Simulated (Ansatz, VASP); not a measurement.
# Cross-check of SnTe between VASP and Ansatz, part 2 of 2

One calculation is typed for both programs; each brings its own data sets. How far apart do they land? The cell is taken from a series of runs on this material, whose earlier steps may have relaxed, scaled, displaced or heated it; both programs get it as it stands.

VASP 6.6.1 and Ansatz 0.2.0.

So far: Starting point; Ansatz: zone-centre phonons, PBEsol; VASP: zone-centre phonons, PBEsol.

## Step 3: VASP: zone-centre phonons, PBEsol (continued)

Level of this step: PBEsol; plane waves and PAW (Sn_d, Te) (VASP).

Numbers of over 12 decimals in the logs are rounded to 6 here.

From OUTCAR (step 3):

```text
ion  position               nearest neighbor table
   1  0.000  0.000  0.000-   2 3.08   2 3.08   2 3.08   2 3.08   2 3.15   2 3.15
   2  0.500  0.500  0.500-   1 3.08   1 3.08   1 3.08   1 3.08   1 3.15   1 3.15

  LATTYP: Found a body centered tetragonal cell.
 ALAT       =     4.3575433173
 C/A-ratio  =     1.4441420301

 Subroutine GETGRP returns: Found 16 space group operations
 (whereof 16 operations were pure point group operations)

The static configuration has the point symmetry D_4h.

 Found    163 irreducible k-points:

   k-points           NKPTS =    163   k-points in BZ     NKDIM =    163   number of bands    NBANDS=     16

   dimension x,y,z NGX =    32 NGY =   32 NGZ =   32
   dimension x,y,z NGXF=    64 NGYF=   64 NGZF=   64

   ENCUT  =  500.0 eV  36.75 Ry    6.06 a.u.   8.03  8.03  7.94*2*pi/ulx,y,z

   NELECT =      20.0000    total number of electrons

 k-points in reciprocal lattice and weights: Automatic mesh
   0.00000000  0.00000000  0.00000000       0.001
   0.08333333  0.00000000  0.00000000       0.005
   0.16666667  0.00000000  0.00000000       0.005
   0.25000000  0.00000000  0.00000000       0.005
   0.33333333  0.00000000  0.00000000       0.005
   0.41666667  0.00000000  0.00000000       0.005
   0.50000000  0.00000000  0.00000000       0.002
   0.08333333  0.08333333  0.00000000       0.001
   0.16666667  0.08333333  0.00000000       0.005
[...]
-0.33333333  0.16666667  0.50000000       0.002
  -0.25000000  0.25000000  0.50000000       0.001

 average (electrostatic) potential at core
       1 -99.8316       2 -87.2316

  Total        1.1963023      1.1963023      0.0034622      0.0000000      0.0000000     -0.0000000
  in kB       32.0808937     32.0808937      0.0928444      0.0000000      0.0000000     -0.0000000
  external PRESSURE =      21.4182106 kB  Pullay stress =       0.0000000 kB

  energy-cutoff  :      500.00
  volume of cell :       59.75
      direct lattice vectors                 reciprocal lattice vectors
     0.000000000  3.081248429  3.146455726    -0.162271888  0.162271888  0.158908958
     3.081248429  0.000000000  3.146455726     0.162271888 -0.162271888  0.158908958
     3.081248429  3.081248429  0.000000000     0.162271888  0.162271888 -0.158908958

 POSITION                                       TOTAL-FORCE (eV/Angst)
 -----------------------------------------------------------------------------------
      0.00000      0.00000      0.00000         0.000000     -0.000000      0.000000
      3.08125      3.08125      3.14646        -0.000000      0.000000     -0.000000
 -----------------------------------------------------------------------------------
    total drift:                                0.000000     -0.000000     -0.000000

 Eigenvectors and eigenvalues of the dynamical matrix
 ----------------------------------------------------

   1 f  =    1.841217 THz    11.568707 2PiTHz   61.416387 cm-1     7.614658 meV
             X         Y         Z           dx          dy          dz
      0.000000  0.000000  0.000000     0.718119    0.000000   -0.000000
      3.081248  3.081248  3.146456    -0.695920   -0.000000   -0.000000

   2 f  =    1.841217 THz    11.568707 2PiTHz   61.416387 cm-1     7.614658 meV
             X         Y         Z           dx          dy          dz
      0.000000  0.000000  0.000000    -0.000000    0.718119    0.000000
      3.081248  3.081248  3.146456     0.000000   -0.695920   -0.000000

   3 f  =    1.152211 THz     7.239558 2PiTHz   38.433636 cm-1     4.765161 meV
             X         Y         Z           dx          dy          dz
      0.000000  0.000000  0.000000     0.000000   -0.000000    0.716664
      3.081248  3.081248  3.146456    -0.000000   -0.000000   -0.697418

   4 f/i=    0.004331 THz     0.027213 2PiTHz    0.144469 cm-1     0.017912 meV
             X         Y         Z           dx          dy          dz
      0.000000  0.000000  0.000000    -0.688733    0.099755   -0.000000
      3.081248  3.081248  3.146456    -0.710703    0.102937   -0.000000

   5 f/i=    0.004331 THz     0.027213 2PiTHz    0.144469 cm-1     0.017912 meV
             X         Y         Z           dx          dy          dz
      0.000000  0.000000  0.000000    -0.099755   -0.688733    0.000000
      3.081248  3.081248  3.146456    -0.102937   -0.710703    0.000000

   6 f/i=    0.005117 THz     0.032152 2PiTHz    0.170689 cm-1     0.021163 meV
             X         Y         Z           dx          dy          dz
      0.000000  0.000000  0.000000    -0.000000   -0.000000   -0.697418
      3.081248  3.081248  3.146456     0.000000   -0.000000   -0.716664

 ELASTIC MODULI CONTR FROM IONIC RELAXATION (kBar)
 Direction    XX          YY          ZZ          XY          YZ          ZX
 --------------------------------------------------------------------------------
 XX           0.0000      0.0000      0.0000      0.0000      0.0000      0.0000
 YY           0.0000      0.0000      0.0000      0.0000      0.0000      0.0000
 ZZ           0.0000      0.0000      0.0000      0.0000      0.0000      0.0000
 XY           0.0000      0.0000      0.0000      0.0000      0.0000      0.0000
 YZ           0.0000      0.0000      0.0000      0.0000      0.0000      0.0000
 ZX           0.0000      0.0000      0.0000      0.0000      0.0000      0.0000
 --------------------------------------------------------------------------------
```

## Step 4: Differences

Known differences besides the potentials themselves: fixed occupations in Ansatz, narrow Gaussian smearing in VASP; the data sets hold 30 valence electrons in Ansatz (on its PAW soft_1 files) and 20 in VASP; the cutoff is 420 eV in Ansatz and 500 eV in VASP; Ansatz makes its cores anew for this functional, VASP keeps those of its PBE data sets. Total energies have different zeros and are not compared.

Both answers:

| quantity | Ansatz | VASP | difference |
| --- | --- | --- | --- |
| optical mode 1 (cm⁻¹) | 36.7 | 38.4 | -1.8 |
| optical mode 2 to 3 (cm⁻¹) | 59.9 | 61.4 | -2.47 % |

Modes are paired by rising frequency, not by their patterns, so a pair may set unlike modes beside each other; they are those without the splitting of longitudinal modes.

## Step 5: What came out

```yaml
r_m_s_difference_of_the_optical_zone_centre_modes_each_program_s_sorted_by_frequency_zone_centre_phonons_pbesol: 1.6 cm⁻¹
difference_in_optical_mode_2_to_3_zone_centre_phonons_pbesol: -2.5 %
```

**Reading.** The r.m.s. difference of the optical zone-centre modes, each program's sorted by frequency is 1.6 cm⁻¹ (zone-centre phonons, PBEsol). The data sets hold unlike numbers of valence electrons (30 in Ansatz and 20 in VASP), so part of the differences comes from the potentials. Among the rows given in per cent, the largest difference of the zone-centre phonons, PBEsol pair is in optical mode 2 to 3, -2.5 %. Such differences can come from data sets, numerical settings and the points named under the comparisons, not from the functional's error against experiment.

[Lines on the potential files, build, host, timing and source positions are cut from VASP's logs without a mark.]

[Logs are printed without paths, hosts, clocks, repeated set-up lines and the standing remarks that a program may print on its own settings, such as how far it seeks lower states.]

[Hosts, paths, dates, database ids (printed as entryN), source tags and the programs' standing remarks are cut or masked in the printed files.]
